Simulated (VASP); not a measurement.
Data:

```
CELL_PARAMETERS angstrom
      5.60979     0.00000     0.00000
      0.00000     5.60979     0.00000
      0.00000     0.00000    20.11695
ATOMIC_POSITIONS crystal
  Pt 0.25000 0.25000 0.35293
  Pt 0.75000 0.25000 0.35515
  Pt 0.25000 0.75000 0.35515
  Pt 0.75000 0.75000 0.35468
  Pt 0.99980 0.99980 0.45037
  Pt 0.50020 0.99980 0.45037
  Pt 0.99980 0.50020 0.45037
  Pt 0.50020 0.50020 0.45037
  Pt 0.25000 0.25000 0.54750
  Pt 0.75000 0.25000 0.54649
  Pt 0.25000 0.75000 0.54649
  Pt 0.75000 0.75000 0.55105
  Pt 0.99490 0.99490 0.64532
  Pt 0.50510 0.99490 0.64532
  Pt 0.99490 0.50510 0.64532
  Pt 0.50510 0.50510 0.64532
  Cl 0.25000 0.25000 0.72751
```

Method: PBE GGA, VASP's PBE PAW potentials (set 64) (plane waves; VASP). Numerical set-up: PREC = Normal, 400 eV cut-off, 5×5×1 Γ-centred mesh, first-order Methfessel-Paxton smearing of 0.10 eV, potentials Pt Cl.

Unless said otherwise, spin-orbit coupling is left out, though it shifts the bands of the heavy elements here.

Task: Estimate the energy per atom (σ→0), band gap (on the k-mesh) with the smallest direct gap where there is one.

Result: 
band gap (on the k-mesh): none (metal, semimetal or under 0.01 eV)
energy per atom (σ→0): -5.493 eV/atom

The cell is a thin slab with vacuum, built from Pt (fcc): (100) face, Cl adsorbed.
